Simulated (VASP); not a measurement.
Input for VASP

**POSCAR**
```
SrTe
4.7450720
  0.0000000000   0.7071067994   0.7071067994
  0.7071067994   0.0000000000   0.7071067994
  0.7071067994   0.7071067994   0.0000000000
Sr Te
1 1
Cart
  0.0000000000   0.0000000000   0.0000000000
  0.7071067994   0.7071067994   0.7071067994
```

KPOINTS:
```
Automatic mesh
0
Gamma
6 6 6
0 0 0
```

### INCAR
```
SYSTEM = SrTe
PREC = Accurate
ENCUT = 480
EDIFF = 1E-7
NELM = 100
ALGO = Normal
LREAL = .FALSE.
LASPH = .TRUE.
ISMEAR = 0
SIGMA = 0.05
METAGGA = R2SCAN
LMIXTAU = .TRUE.
LMAXMIX = 4
LWAVE = .FALSE.
LCHARG = .FALSE.
ISIF = 2
```

POTCAR, in this order: Sr_sv Te (PBE.64 set). Program: vasp_std.

Problem. Write an equivalent input for Ansatz.

Solution. One equivalent input (not run):
Ansatz 0.2 input:
```yaml
crystal:
  lattice:
    - [0.0000000, 3.3552727, 3.3552727]
    - [3.3552727, 0.0000000, 3.3552727]
    - [3.3552727, 3.3552727, 0.0000000]
  atoms:
    - { symbol: Sr, position: [0.0000000, 0.0000000, 0.0000000] }
    - { symbol: Te, position: [0.5000000, 0.5000000, 0.5000000] }
kpoints:
  mp_grid: { grid: [6, 6, 6] }
hamiltonian:
  xc: r2scan
  pseudopotentials: { kind: paw }
scf:
  occupations: { method: gaussian, width: 0.05 }
  max_iter: 100
output: { forces: true, stress: true, eigenvalues: true }
```
Limits of the translation: each code has its own PAW files, so the cut-off isn't converted (ENCUT is set for VASP's; basis.ecutwfc is left out, and Ansatz then takes the one that its files recommend); Ansatz stops its SCF on the density residual and VASP on the energy change (EDIFF).

The compound is SrTe in the rock salt structure. It was relaxed first.
